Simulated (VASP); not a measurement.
Input:

```xyz
1
Lattice="0.0000 1.9196 1.9196 1.9196 0.0000 1.9196 1.9196 1.9196 0.0000" Properties=species:S:1:pos:R:3 pbc="T T T"
Pd     0.0000     0.0000     0.0000
```

Level of theory: LDA (Ceperley-Alder, Perdew-Zunger), VASP's LDA PAW potentials (set 64) (plane waves; VASP). Run with 520 eV cut-off, 18×18×18 Γ-centred mesh, tetrahedra with Blöchl corrections, potentials Pd.

Task: Estimate the energy per atom (σ→0), band gap (on the k-mesh) with the smallest direct gap where there is one.

Result: 
The band gap (on the k-mesh) is none (metal, semimetal or under 0.01 eV). The energy per atom (σ→0) is -6.495 eV/atom.

The compound is Pd in the fcc structure. It was relaxed first.
